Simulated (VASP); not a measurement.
The system is Al2Cu.

```
CELL_PARAMETERS angstrom
-3.03350 3.03350 2.43850
3.03350 -3.03350 2.43850
3.03350 3.03350 -2.43850
ATOMIC_POSITIONS crystal
Al 0.65810 0.15810 0.81620
Al 0.15810 0.34190 0.50000
Al 0.34190 0.84190 0.18380
Al 0.84190 0.65810 0.50000
Cu 0.25000 0.25000 0.00000
Cu 0.75000 0.75000 0.00000
```

The cell was built by a generator and needn't be a form met in nature.

* Program: VASP 6.6.1
* Task: relaxation of cell and atoms
* Functional: r2SCAN
* Potentials or basis: VASP PAW PBE potentials, release 64 (Al, Cu)
* Cutoff: 600 eV
* k mesh: 14 × 14 × 14
* Occupations: methfessel-paxton, width 0.2 eV
* Spin: no spin polarisation

At the start: pressure -4.1 GPa; volume 14.96 Å³/atom.

Problem. How do energy, volume and symmetry change on relaxing?

Solution. Over 9 steps the energy falls by 8.2 meV/atom and the volume is 14.38 Å³/atom (-3.9 %); space group I4/mcm (No. 140, to 0.05 Å).

Step by step:
| step | energy change (eV) | largest force (eV/Å) | pressure (GPa) | volume (Å³) |
| --- | --- | --- | --- | --- |
| 1 | 0.0000 | 0.1081 | -4.10 | 89.76 |
| 2 | -0.0405 | 0.0343 | 1.99 | 84.88 |
| 3 | -0.0483 | 0.0582 | 0.06 | 86.23 |
| 4 | -0.0482 | 0.0594 | -0.01 | 86.29 |
| 5 | -0.0488 | 0.0335 | -0.09 | 86.32 |
| 6 | -0.0489 | 0.0033 | -0.11 | 86.35 |
| 7 | -0.0489 | 0.0083 | -0.05 | 86.34 |
| 8 | -0.0490 | 0.0035 | 0.05 | 86.28 |
| 9 | -0.0490 | 0.0031 | 0.00 | 86.27 |

Final structure:
```xyz
6
Lattice="-2.9968 2.9968 2.4016 2.9968 -2.9968 2.4016 2.9968 2.9968 -2.4016" Properties=species:S:1:pos:R:3 pbc="T T T"
Al    0.9545    3.9513    0.0000
Al    2.0423    0.9545    0.0000
Al    2.0423   -0.9545    2.4016
Al    0.9545    2.0423    2.4016
Cu    0.0000    0.0000    1.2008
Cu    0.0000    0.0000    3.6024
```

Caveat: the PAW data sets were made with another functional, which shifts forces and pressure a little.
